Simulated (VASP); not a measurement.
Consider the following.

```xyz
1
Lattice="2.4921 0.0000 0.0000 0.0000 2.4921 0.0000 0.0000 0.0000 2.4921" Properties=species:S:1:pos:R:3 pbc="T T T"
Ru     0.0000     0.0000     0.0000
```

All values below come from r2SCAN meta-GGA, VASP's PBE PAW potentials (set 64) (plane waves; VASP). Settings: 480 eV cut-off, 14×14×14 Γ-centred mesh, first-order Methfessel-Paxton smearing of 0.10 eV, potentials Ru_pv.

Energy and stress use the plane-wave basis of the starting cell.

Q: The ions, cell shape and volume at an external pressure of 10.0 GPa are relaxed. Predict the relaxed structure.

A: 
```xyz
1
Lattice="2.4639 0.0000 0.0000 0.0000 2.4639 0.0000 0.0000 0.0000 2.4639" Properties=species:S:1:pos:R:3 pbc="T T T"
Ru     0.0000     0.0000     0.0000
```
Space group Pm-3m (221), at a tolerance of 0.03 Å.

Q: How do energy and volume change from the first to the last step?

A: The energy (σ→0) changes by +17.0 meV/atom and the volume by -3.4 %, in 4 ionic steps.

The structure was generated: Ru was put into the simple-cubic type (Pm-3m), which need not be its known phase. This run relaxes it under an external pressure of 10 GPa. Symmetry was kept, so distortions that lower it aren't found.
